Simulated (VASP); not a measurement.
```
Ba2Zn
1.0
   -2.07545     2.07545     7.61612
    2.07545    -2.07545     7.61612
    2.07545     2.07545    -7.61612
Ba Zn
2 1
Cartesian
  0.00000   0.00000   9.53508
  0.00000   0.00000   5.69716
  0.00000   0.00000   0.00000
```

All values below come from PBEsol GGA, VASP's PBE PAW potentials (set 64) (plane waves; VASP). Run with 300 eV cut-off, 8×8×8 Γ-centred mesh, Gaussian smearing of 0.20 eV, potentials Ba_sv Zn.

### Question
Give the energies of bands 9 to 19 at the high-symmetry points, in eV from the Fermi level.

### Answer

| band | Γ | X | P | N | M | S | R |
|---|---|---|---|---|---|---|---|
| 9 | -6.88 | -6.85 | -6.85 | -6.86 | -6.88 | -6.86 | -6.85 |
| 10 | -6.84 | -6.84 | -6.84 | -6.86 | -6.85 | -6.86 | -6.84 |
| 11 | -6.83 | -6.84 | -6.84 | -6.84 | -6.83 | -6.84 | -6.84 |
| 12 | -6.83 | -6.81 | -6.81 | -6.84 | -6.83 | -6.84 | -6.81 |
| 13 | -6.83 | -6.76 | -6.76 | -6.79 | -6.83 | -6.79 | -6.77 |
| 14 | -4.69 | -3.25 | -3.25 | -3.50 | -4.46 | -3.53 | -3.26 |
| 15 | -1.36 | -0.90 | -0.85 | -1.33 | -2.13 | -1.20 | -0.87 |
| 16 | -0.46 | -0.81 | -0.75 | -0.01 | 0.31 | -0.15 | -0.78 |
| 17 | 0.67 | -0.55 | -0.75 | 0.61 | 0.35 | 0.51 | -0.58 |
| 18 | 0.67 | 1.03 | 1.49 | 1.16 | 1.14 | 1.31 | 1.00 |
| 19 | 1.12 | 1.09 | 1.49 | 1.30 | 1.16 | 1.33 | 1.18 |

It has no gap at this level: it comes out as a metal or semimetal.

The structure comes from a computed database's Ba2Zn entry (I4/mmm); how it stands against other phases isn't given here. The cell was not relaxed at this level.
